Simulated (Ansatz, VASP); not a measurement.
One calculation of RbAgI2, two programs

```
Rb I Ag
1.0
     4.80971    0.00000    0.00000
     0.00000    4.80971    0.00000
     0.00000    0.00000    6.77995
Rb I Ag
1 2 1
Cartesian
  0.0000 0.0000 0.0000
  0.0000 0.0000 3.3900
  2.4049 2.4049 0.0000
  2.4049 2.4049 3.3900
```

The cell was built by a generator and needn't be a form met in nature.

Alike in both runs: task single point; functional PBE; k mesh 4 × 4 × 4; no spin polarisation.

|  | VASP | Ansatz |
| --- | --- | --- |
| version | VASP 6.6.1 | Ansatz 0.2.0 |
| potentials or method | VASP PAW PBE potentials, release 64 (Rb_sv, I, Ag) | plane waves, PAW |
| plane-wave cutoff (eV) | 520 | 420 |
| occupations | gaussian, width 0.01 eV | fixed |
| valence electrons in the cell | 34 | 62 |

|  | VASP | Ansatz | Ansatz less VASP |
| --- | --- | --- | --- |
| gap on the k mesh at the Fermi level (eV) | 0.97 | 0.97 | +0.002 |
| pressure (GPa) | 0.5 | 0.5 | -0.02 |

The two sets of potentials don't hold the same shells in valence.

Caveats: spin-orbit coupling is left out, which moves the levels of the heavy elements. A k mesh can miss the band edges. As with any semilocal functional, this PBE gap is likely too small.
